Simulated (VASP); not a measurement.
OSZICAR of a VASP run on LiH (rock salt):

**OSZICAR**
```
       N       E                     dE             d eps       ncg     rms          rms(c)
DAV:   1     0.340812411022E+01    0.34081E+01   -0.12938E+03  3760   0.201E+02
DAV:   2    -0.618890457362E+01   -0.95970E+01   -0.94567E+01  5138   0.518E+01
DAV:   3    -0.634528297494E+01   -0.15638E+00   -0.15615E+00  4388   0.545E+00
DAV:   4    -0.634550789972E+01   -0.22492E-03   -0.22491E-03  4716   0.209E-01
DAV:   5    -0.634550820892E+01   -0.30920E-06   -0.30920E-06  4402   0.760E-03    0.270E+00
DAV:   6    -0.617611876702E+01    0.16939E+00   -0.12778E-01  4766   0.573E-01    0.134E+00
DAV:   7    -0.611940197988E+01    0.56717E-01   -0.14885E-01  4858   0.683E-01    0.202E-01
DAV:   8    -0.612040721669E+01   -0.10052E-02   -0.23555E-03  4408   0.183E-01    0.282E-02
DAV:   9    -0.612037879805E+01    0.28419E-04   -0.63353E-05  4928   0.183E-02    0.374E-03
DAV:  10    -0.612037630717E+01    0.24909E-05   -0.23024E-06  4270   0.630E-03    0.165E-03
DAV:  11    -0.612037607946E+01    0.22772E-06   -0.35179E-08  4908   0.745E-04    0.493E-04
DAV:  12    -0.612037595750E+01    0.12196E-06   -0.12158E-09  2652   0.130E-04    0.102E-04
DAV:  13    -0.612037594377E+01    0.13726E-07   -0.46340E-10  2328   0.786E-05
   1 F= -.61203759E+01 E0= -.61203759E+01  d E =-.268335E-65
 imaginary and real dielectric function
```

Problem. Which electronic solver shows in the log?

Solution. It is blocked Davidson (ALGO = Normal, or the opening steps of other solvers). The INCAR had ALGO = Normal.

Problem. Can the final energy be trusted as converged?

Solution. Self-consistency was reached. It stopped with EDIFF = 1E-7, NELM = 100 (PBEsol GGA, plane waves, VASP's PBE PAW potentials (set 64)). The dielectric response may not be converged in the k-mesh; for small gaps it tends to come out too large.

The compound is LiH in the rock salt structure. It was relaxed first, which changed the volume by -7 %.
